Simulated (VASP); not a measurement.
Set up this calculation in VASP 6.6.1, as the native input.

```
Task                   : relaxation of cell and atoms
Functional             : PBEsol
Potentials or basis    : VASP PAW PBE potentials, release 64 (In_d, Pd)
Cutoff                 : 600 eV
k mesh                 : 12 × 12 × 12
Occupations            : methfessel-paxton, width 0.1 eV
Spin                   : no spin polarisation
Further INCAR settings : ALGO = Normal; EDIFF = 1e-06; IBRION = 2; EDIFFG = -0.01; NSW = 90; ISIF = 3
```

The structure of InPd lies in POSCAR:

```
InPd
1.0
    3.2718847800      0.0000000000      0.0000000000
    0.0000000000      3.2718847800      0.0000000000
    0.0000000000      0.0000000000      3.2718847800
In Pd
1 1
Direct
    0.0000000000      0.0000000000      0.0000000000
    0.5000000000      0.5000000000      0.5000000000
```

The cell comes from a database or a generator and needn't be the stable form of this composition.

The input as run:

INCAR

```
SYSTEM = InPd
PREC = Accurate ; ENCUT = 600
EDIFF = 1E-6 ; ISMEAR = 1
SIGMA = 0.1 ; LREAL = .False.
LASPH = .True. ; NELM = 80
ALGO = Normal ; ISIF = 3
LWAVE = .False. ; LCHARG = .False.
GGA = PS ; IBRION = 2
NSW = 90 ; EDIFFG = -0.01
```

KPOINTS

```
regular mesh
0
Gamma
  12 12 12
  0 0 0
```

Potentials or basis: VASP PAW PBE potentials, release 64 (In_d, Pd).

Command:

```sh
$ cat potpaw_PBE.64/In_d/POTCAR potpaw_PBE.64/Pd/POTCAR > POTCAR
$ mpirun -np 1 vasp_std > vasp.out
```

Results of the run:

The relaxed volume is 17.15 Å³/atom. The relaxed cell is a = 3.249 Å, b = 3.249 Å, c = 3.249 Å, α = 90.00°, β = 90.00°, γ = 90.00°, the space group after relaxing (to 0.05 Å) is Pm-3m (No. 221) and the energy gained by relaxing is 3.4 meV/atom. The ionic steps are 6. The pressure after relaxing is -0.1 GPa. The band gap on the k mesh is none (metal or under the smearing width).

Caveat: the PAW data sets were made with another functional, which shifts forces and pressure a little.

Run time: 2.6 min on 1 thread of Intel(R) Xeon(R) Platinum 8175M CPU @ 2.50GHz (Skylake/Cascade Lake), on a shared host, peak memory 0.21 GiB.
